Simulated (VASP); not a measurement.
Data:

```
RbBr
1.0
    0.00000     3.52156     3.52156
    3.52156     0.00000     3.52156
    3.52156     3.52156     0.00000
Rb Br
1 1
Direct
  0.00000   0.00000   0.00000
  0.50000   0.50000   0.50000
```

Calculation: PBE GGA with D3 dispersion (zero damping), VASP's PBE PAW potentials (set 64) (plane waves; VASP 6.6.1). Numerical set-up: 520 eV cut-off, Gaussian smearing of 0.050 eV, potentials Rb_sv Br.

### Question
Give the energies of bands 6 to 11 at the high-symmetry points, in eV from the valence-band maximum.

### Answer

```tsv
band	Γ	X	U	L	W
6	0.00	-0.45	-0.43	-0.86	-0.42
7	0.00	-0.15	-0.39	-0.29	-0.33
8	0.00	-0.15	-0.23	-0.29	-0.33
9	4.16	5.68	6.32	6.60	6.99
10	7.25	6.82	7.74	7.42	6.99
11	7.25	8.79	7.92	9.24	7.92
```

The gap is direct, 4.16 eV, from the valence maximum at Γ to the conduction minimum at Γ.

Measured: gap 7.20 eV (computed value off by -3.04 eV), as given by Aguado et al., (1998), arXiv:cond-mat/9809176.

The compound is RbBr in the rock salt structure. It was relaxed first, which changed the volume by +7 %.
